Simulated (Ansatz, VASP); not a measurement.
# HfGe: VASP beside Ansatz

Aim: how closely do two programs agree when they are given the same cell, functional and k mesh? The cell is invented: As first built, before any earlier steps moved the atoms (in the runner's words): it takes the HfTi structure with some of its atoms replaced by other elements, volume scaled by an estimate. It may not be a known or stable phase. The cell is taken from a series of VASP runs on this material, whose earlier steps may have relaxed, scaled or displaced it; both programs get it as it stands.

Calculated with Ansatz 0.2.0; plane waves, with VASP 6.6.1 beside it; single point at PBEsol.

### Step 1. Starting point

It takes space group P-6m2 (No. 187, hexagonal). The conventional cell has a = 3.084 Å, b = 3.084 Å, c = 4.459 Å, α = 90.00°, β = 90.00°, γ = 120.00°. Hf has 6 Ge at 2.85 Å and 6 Hf at 3.08 Å nearest. Nearest to Ge lie 6 Hf at 2.85 Å and 6 Ge at 3.08 Å. As first built, before any earlier steps moved the atoms (in the runner's words): sites of the HfTi structure (space group 187) filled with other elements, volume scaled by an estimate. Farther neighbours are not listed.

### Step 2. VASP: single point, PBEsol

A single point gives forces, pressure and levels at one fixed geometry, so differences don't come from the geometry; what else differs is listed under the comparison.

Lines of VASP's logs that name or quote its potential files are left out, and so is its time.

INCAR reads:

```
SYSTEM = HfGe
PREC = Accurate
ENCUT = 410
EDIFF = 1E-06
NELM = 100
ISMEAR = -1
SIGMA = 0.05
LREAL = .FALSE.
ALGO = Normal
GGA = PS
NBANDS = 18
LORBIT = 11
LWAVE = .FALSE.
LCHARG = .TRUE.
ISIF = 2
LELF = .TRUE.
LVHAR = .TRUE.
```

POSCAR reads:

```
HfGe
1.0
    3.0837848200      0.0000000000      0.0000000000
   -1.5418924100      2.6706360000      0.0000000000
    0.0000000000      0.0000000000      4.4586799500
Hf Ge
1 1
Direct
    0.3333333330      0.6666666670      0.0000000000
    0.0000000000      0.0000000000      0.5000000000
```

KPOINTS reads:

```
Automatic mesh
0
Gamma
10 10 6
0 0 0
```

Potentials, in the order of the species: Hf_pv and Ge_d (PBE family, release 64).

Command:

```bash
mpirun -np 1 vasp_std
```

Numbers of over 12 decimals in the logs are rounded to 6 here.

What it wrote:

```text
[banner, memory and clock lines left out]
running    1 mpi-ranks, on    1 nodes
 distrk:  each k-point on    1 cores,    1 groups
 distr:  one band on    1 cores,    1 groups

 POSCAR found type information on POSCAR HfGe
 POSCAR found :  2 types and       2 ions
|                                                                             |
|               ----> ADVICE to this user running VASP <----                  |
|                                                                             |
|     You enforced a specific xc type in the INCAR file but a different       |
|     [... a line on the potential file left out ...]
|     I HOPE YOU KNOW WHAT YOU ARE DOING!                                     |
|                                                                             |

 LDA part: xc-table for (Slater+PW92), standard interpolation
 POSCAR, INCAR and KPOINTS ok, starting setup
 FFT: planning ... GRIDC
 FFT: planning ... GRID_SOFT
 FFT: planning ... GRID
 WAVECAR not read
 entering main loop
       N       E                     dE             d eps       ncg     rms          rms(c)
DAV:   1     0.120548272503E+03    0.12055E+03   -0.11483E+04  2204   0.260E+03
DAV:   2    -0.555407851826E+01   -0.12610E+03   -0.12291E+03  2116   0.444E+02
DAV:   3    -0.166005461695E+02   -0.11046E+02   -0.10944E+02  2528   0.919E+01
DAV:   4    -0.168184773913E+02   -0.21793E+00   -0.21759E+00  2468   0.134E+01
DAV:   5    -0.168214158943E+02   -0.29385E-02   -0.29381E-02  2436   0.169E+00    0.494E+01
DAV:   6    -0.164579691672E+02    0.36345E+00   -0.43657E-01  2200   0.464E+00    0.305E+01
DAV:   7    -0.163506140110E+02    0.10736E+00   -0.47527E-01  2274   0.634E+00    0.168E+00
DAV:   8    -0.163422945275E+02    0.83195E-02   -0.41238E-02  2316   0.188E+00    0.120E+00
DAV:   9    -0.163419324849E+02    0.36204E-03   -0.51696E-03  2604   0.722E-01    0.843E-01
DAV:  10    -0.163418017359E+02    0.13075E-03   -0.52744E-04  2572   0.227E-01    0.179E-01
DAV:  11    -0.163418036547E+02   -0.19188E-05   -0.15413E-05  2336   0.325E-02    0.626E-02
DAV:  12    -0.163418043138E+02   -0.65905E-06   -0.24004E-06  1704   0.152E-02
   1 F= -.16341804E+02 E0= -.16336718E+02  d E =-.101731E-01
```

From OUTCAR (step 2):

```text
ion  position               nearest neighbor table
   1  0.333  0.667  0.000-   2 2.85   2 2.85   2 2.85   2 2.85   2 2.85   2 2.85
   2  0.000  0.000  0.500-   1 2.85   1 2.85   1 2.85   1 2.85   1 2.85   1 2.85

  LATTYP: Found a hexagonal cell.
 ALAT       =     3.0837848200
 C/A-ratio  =     1.4458466496

 Subroutine GETGRP returns: Found 12 space group operations
 (whereof 12 operations were pure point group operations)

The static configuration has the point symmetry D_3h.

 Found     56 irreducible k-points:

   k-points           NKPTS =     56   k-points in BZ     NKDIM =     56   number of bands    NBANDS=     18

   dimension x,y,z NGX =    20 NGY =   20 NGZ =   30
   dimension x,y,z NGXF=    40 NGYF=   40 NGZF=   60

   ENCUT  =  410.0 eV  30.13 Ry    5.49 a.u.   5.09  5.09  7.36*2*pi/ulx,y,z

   NELECT =      24.0000    total number of electrons

 k-points in reciprocal lattice and weights: Automatic mesh
   0.00000000  0.00000000  0.00000000       0.002
   0.10000000  0.00000000  0.00000000       0.010
   0.20000000  0.00000000  0.00000000       0.010
   0.30000000  0.00000000  0.00000000       0.010
   0.40000000  0.00000000  0.00000000       0.010
   0.50000000  0.00000000  0.00000000       0.005
   0.10000000  0.10000000  0.00000000       0.010
   0.20000000  0.10000000  0.00000000       0.020
   0.30000000  0.10000000  0.00000000       0.020
[...]
0.40000000  0.20000000  0.50000000       0.010
   0.30000000  0.30000000  0.50000000       0.010

 average (electrostatic) potential at core
       1 -35.2298       2 -72.2609

 E-fermi :   6.4030

 k-point     1 :       0.0000    0.0000    0.0000
  band No.  band energies     occupation
    ...
      7     -17.8132      2.00000
      8     -17.8132      2.00000
      9      -5.4201      2.00000
     10       2.9892      2.00000
     11       4.1437      2.00000
     12       7.8057      0.00000
     13       7.8057      0.00000
     14      10.7187      0.00000
     15      10.7187      0.00000
     16      12.2963      0.00000
    ...

 k-point     2 :       0.1000    0.0000    0.0000
  band No.  band energies     occupation
    ...
      7     -17.8141      2.00000
      8     -17.8127      2.00000
      9      -5.1917      2.00000
     10       3.3281      2.00000
     11       4.0677      2.00000
     12       7.2637      0.00000
     13       8.0772      0.00000
     14      10.5711      0.00000
     15      10.7693      0.00000
     16      11.5734      0.00000
    ...

 k-point     3 :       0.2000    0.0000    0.0000
  band No.  band energies     occupation
    ...
      8     -17.8006      2.00000
      9      -4.5258      2.00000
     10       3.8774      2.00000
     11       4.1808      2.00000
     12       6.0473      1.99837
     13       8.8047      0.00000
     14       9.7301      0.00000
     15      10.2150      0.00000
     16      10.8537      0.00000
     17      12.5720      0.00000
    ...

  Total        0.0073566      0.0073566      0.0156113      0.0000000      0.0000000      0.0000000
  in kB        0.3209827      0.3209827      0.6811510      0.0000000      0.0000000      0.0000000
  external PRESSURE =       0.4410388 kB  Pullay stress =       0.0000000 kB

  energy-cutoff  :      410.00
  volume of cell :       36.72
      direct lattice vectors                 reciprocal lattice vectors
     3.083784820  0.000000000  0.000000000     0.324276841  0.187221321  0.000000000
    -1.541892410  2.670636000  0.000000000     0.000000000  0.374442642  0.000000000
     0.000000000  0.000000000  4.458679950     0.000000000  0.000000000  0.224281628

 POSITION                                       TOTAL-FORCE (eV/Angst)
 -----------------------------------------------------------------------------------
     -0.00000      1.78042      0.00000         0.000000      0.000000      0.000000
      0.00000      0.00000      2.22934         0.000000      0.000000      0.000000
 -----------------------------------------------------------------------------------
    total drift:                                0.000001     -0.000000     -0.000000

  FREE ENERGIE OF THE ION-ELECTRON SYSTEM (eV)
  ---------------------------------------------------
  free  energy   TOTEN  =       -16.3418043138 eV

  energy  without entropy=      -16.3316312145  energy(sigma->0) =      -16.33671776

 total charge
# of ion       s       p       d       tot
------------------------------------------
    1        0.341   6.448   1.678   8.467
    2        1.164   1.168  10.035  12.367
--------------------------------------------------
tot          1.505   7.615  11.713  20.833

[... 3 further parts left out ...]
```

Harder data sets than Hf_pv exist (the GW ones), and pressures, volumes and forces can shift noticeably with them.

### Step 3. Ansatz: single point, PBEsol

Ansatz runs on its PAW soft_1 files.

The same cell, functional, mesh and smearing now go to Ansatz, which takes its cutoff from its data sets.

input.yaml reads:

```yaml
crystal:
  lattice:
    - [3.08378482, 0.0, 0.0]
    - [-1.54189241, 2.670636, 0.0]
    - [0.0, 0.0, 4.45867995]
  atoms:
    - { symbol: Hf, position: [0.333333333, 0.666666667, 0.0] }
    - { symbol: Ge, position: [0.0, 0.0, 0.5] }
hamiltonian:
  xc: pbesol
  pseudopotentials: { kind: paw, azcp: { folder: soft_1 }, xc_functional: pbe }
kpoints:
  mp_grid: { grid: [10, 10, 6] }
scf:
  occupations: { method: fermi_dirac, width: 0.05 }
  n_extra_bands: 4
output:
  forces: true
  stress: true
  eigenvalues: true
```

Command:

```bash
ansatz run input.yaml --threads 2 --pin off --max-ram 4608MiB --backend cpu --events-out ev --progress --plain --runs-dir out
```

What it wrote:

```text
scf.n_extra_bands = 4 over 20 filled bands (N_el = 40.0): the run solves 24 bands
Engine: ansatz 0.2.0, aarch64-unknown-linux-gnu
Pseudopotentials: kind: paw
Pseudopotential: Hf, paw, valence charge 26, recommended cutoff 420 eV (normal), soft_1/Hf.paw.azcp
Pseudopotential: Ge, paw, valence charge 14, recommended cutoff 420 eV (normal), soft_1/Ge.paw.azcp
Functional definition: PBEsol
  exchange = pbesol_x
  correlation = pbesol_c
Crystal: 2 atoms, lattice volume = 36.720 Å³
Basis set: ecut = 420 eV, 699 PW (Γ), exchange–correlation on 48×48×60 points (8 copies of the dense FFT grid, shifted against one another)
Bands: 24, of which v1, the nominal top of the filled ones, is band 20 counted from 1 (19 counted from 0)
Symmetry: 12 space group operations
Space group: P-6m2 (ITA 187), of the structure as read, at distance tolerance 3.3e-5 Å
k-points: 56 of 600 (time reversal used)
Non-local potential: Hf, projectors of the file, l = 0: 3, l = 1: 2, l = 2: 2, l = 3: 3
Non-local potential: Ge, projectors of the file, l = 0: 2, l = 1: 2, l = 2: 3, l = 3: 1
PAW form: soft (Blöchl's): semilocal exchange-correlation on the pseudo side does not see the compensation charge
PAW frozen core: Hf, regenerated for the run's functional, and the local potential with it (the file was generated under x = pbe(κ = 0.804, μ = 0.219515), c = pbe(β = 0.066725))
PAW frozen core: Ge, regenerated for the run's functional, and the local potential with it (the file was generated under x = pbe(κ = 0.804, μ = 0.219515), c = pbe(β = 0.066725))
PAW one-centre angular grid: Hf, 590 points (default); XC on 64 Gauss nodes
PAW one-centre angular grid: Ge, 590 points (default); XC on 64 Gauss nodes
Initial density: superposition of atomic densities (chi_scale 0.1, normalization cell, long waves kept (reshape's long-wave potential 0.00 eV rms))
Initial wavefunctions: pseudopotential atomic-orbital guess
Functional: x = pbesol(κ = 0.804, μ = 0.123457), c = pbesol(β = 0.046)
SCF iter   1: F=—  HF=-19855.043704 eV  |F-HF|=—  |Δ(HF+E_count)|=         —  Δρ=7.75e-2  dr2=7.15e0  ethr=3.10e-3  ⟨swp⟩=4.8  Hψ=5010  notcnv=0
preconditioner: auto → Resta (q_TF=auto, 2.767 Å⁻¹)  ε∞=5.1  [insulator: Δε(μ)=0.180 eV  Ē_g=18.722 eV  σ=0.050 eV  W_gap=0.68  n_scr=20 (ndim 8)  ℏωp=37.8 eV  f_vac=0.000  D(μ)=0.78/eV (n_scr^D=2)  ε∞_Penn≈5.1]
SCF iter   2: F=—  HF=-19853.437930 eV  |F-HF|=—  |Δ(HF+E_count)|=    1.61e0  Δρ=2.79e-2  dr2=6.57e-1  ethr=3.10e-3  ⟨swp⟩=2.9  Hψ=3015  notcnv=0
preconditioner: auto → Kerker (q_TF=auto, 2.767 Å⁻¹)  [metal: Δε(μ)=0.083 eV  Ē_g=19.000 eV  σ=0.050 eV  W_gap=0.35  n_scr=20 (ndim 8)  ℏωp=37.8 eV  f_vac=0.000  D(μ)=1.26/eV (n_scr^D=8)]
SCF iter   3: F=—  HF=-19853.238655 eV  |F-HF|=—  |Δ(HF+E_count)|=   1.99e-1  Δρ=1.43e-2  dr2=1.01e-1  ethr=1.64e-3  ⟨swp⟩=2.0  Hψ=2777  notcnv=0
SCF iter   4: F=—  HF=-19853.206827 eV  |F-HF|=—  |Δ(HF+E_count)|=   3.18e-2  Δρ=7.31e-3  dr2=1.95e-2  ethr=2.52e-4  ⟨swp⟩=3.2  Hψ=2697  notcnv=0
SCF iter   5: F=—  HF=-19853.205120 eV  |F-HF|=—  |Δ(HF+E_count)|=   1.71e-3  Δρ=2.46e-3  dr2=1.75e-3  ethr=4.87e-5  ⟨swp⟩=2.0  Hψ=2505  notcnv=0
SCF iter   6: F=—  HF=-19853.203051 eV  |F-HF|=—  |Δ(HF+E_count)|=   2.07e-3  Δρ=9.66e-4  dr2=2.33e-4  ethr=4.38e-6  ⟨swp⟩=2.2  Hψ=2412  notcnv=0
SCF iter   7: F=—  HF=-19853.203163 eV  |F-HF|=—  |Δ(HF+E_count)|=   1.12e-4  Δρ=2.51e-4  dr2=1.79e-5  ethr=5.83e-7  ⟨swp⟩=2.0  Hψ=2485  notcnv=0
SCF iter   8: F=—  HF=-19853.203146 eV  |F-HF|=—  |Δ(HF+E_count)|=   1.65e-5  Δρ=5.33e-5  dr2=1.08e-6  ethr=4.47e-8  ⟨swp⟩=2.0  Hψ=2459  notcnv=0
SCF iter   9: F=—  HF=-19853.203146 eV  |F-HF|=—  |Δ(HF+E_count)|=   1.59e-7  Δρ=1.09e-5  dr2=3.43e-8  ethr=2.50e-10  ⟨swp⟩=3.8  Hψ=6233  notcnv=0
SCF iter  10: F=-19853.203146 eV  HF=-19853.203146 eV  |F-HF|=1.79e-9  |Δ(HF+E_count)|=   1.11e-8  Δρ=2.82e-6  dr2=2.82e-9  ethr=8.58e-11  ⟨swp⟩=4.4  Hψ=4981  notcnv=0
the search or the solves at the SCF's close seem to have found levels that the self-consistency loop had missed (the run counts 1). By its estimate they hold under 1e-12 electrons; where the run keeps them, the occupations were computed again with them
SCF 1 converged in 10 iterations: F = -19853.203146 eV  dr2 = 2.82e-9
  greatest PAW one-centre occupation: 0.998 electrons in one spin orbital (limit 2), on the Ge atom at site 1 (counted from 0), in its partial waves of l = 2
SCF converged after 10 iterations
Free energy (F): -19853.203146 eV
Harris-Foulkes:  -19853.203146 eV  (|F-HF|=1.79e-9)
Internal energy: -19853.193179 eV  (E = F + TS)
E sigma→0 (E₀):  -19853.198163 eV
Entropy (-TS):   -0.009967 eV (-4.983 meV/atom)
Fermi energy:    16.659345 eV
--- Per-component energies (eV) ---
  E_band       = -74.995523
  E_kinetic    = 504.288496
  E_local      = -8214.676766  (includes V_loc(G=0)·N_el)
  E_nonlocal   = 283.506439
  E_hartree    = 4012.146709
  E_xc         = -337.262453
  E_vxc        = -321.855422  (∫ρ·V_xc dr)
  E_paw        = -9546.965554  (= ΣΔE_a)
  E_vpaw       = -350.550271  (= ΣTr[D̂ρ^β])
  E_aug_tail   = 0.000102  (compensation charges beyond the density's cutoff)
  E_ewald      = -6556.399146
  E_core_change = 2.168994  (= ΣΔE_core)
  E_smearing   = -0.009967  (= −TS)
  E_closure    = -0.000000  (closes the sum)
  Σ components = -19853.203146   (vs F -19853.203146, Δ=0.00e0)
--- Forces (eV/Å), atoms counted from 1 ---
  atom   1  Hf     0.00000000    -0.00000000     0.00000000
  atom   2  Ge     0.00000000     0.00000000     0.00000000
  max |Σ_I F_I| component: 4.63e-17 eV/Å
--- Stress (GPa, compression-positive) ---
        0.526569       0.000000       0.000000
        0.000000       0.526569       0.000000
        0.000000       0.000000       0.615317
  P = ⅓ Tr σ = 0.5562 GPa (5.562 kbar)
--- Band table (eV; the first three rows and the last of 56) ---
  k-point 0: bands = [... 16 lower, 5.2133, 13.2436, 14.4117, 18.0470, 18.0470, 20.9673, 20.9673, 22.5469]
  k-point 1: bands = [... 16 lower, 5.2133, 12.0400, 15.2623, 18.1187, 18.1187, 20.7229, 20.7229, 23.1725]
  k-point 2: bands = [... 16 lower, 5.6526, 10.5054, 16.0092, 18.2820, 18.2820, 20.2970, 20.2970, 24.2834]
  k-point 55: bands = [... 16 lower, 9.4474, 12.9437, 14.4990, 14.6424, 16.5755, 18.4308, 20.9758, 21.8704]
```

Elapsed: 7.2 s, on 2 threads of Arm Neoverse N1, shared host; peak memory 0.35 GiB.

The run ends at a pressure of 0.56 GPa.

### Step 4. Comparison

Known differences besides the potentials themselves: the data sets hold 40 valence electrons in Ansatz (PAW soft_1 files) and 24 in VASP; the cutoff is 420 eV in Ansatz and 410 eV in VASP; Ansatz makes its cores anew for this functional, VASP keeps those of its PBE data sets; VASP leaves aspherical gradient terms in its spheres out (LASPH is not set), Ansatz keeps them. Total energies have different zeros and are not compared.

Both answers:

```
      quantity  Ansatz  VASP  difference
pressure (GPa)    0.56  0.04       +0.51
```

### Step 5. Results

- difference in pressure (single point, PBEsol): 0.51 GPa

**Reading.** The difference in pressure is 0.51 GPa (single point, PBEsol), within the 1 GPa picked in this series as the mark of a large difference. How closely two codes agree says nothing of how well the functional describes the real material.

[Lines on the potential files, build, host, timing and source positions are cut from VASP's logs without a mark.]

[Logs are printed without paths, hosts, clocks, repeated set-up lines and the standing remarks that a program may print on its own settings, such as how far it seeks lower states.]

[Hosts, paths, dates, database ids (printed as entryN), source tags and the programs' standing remarks are cut or masked in the printed files.]
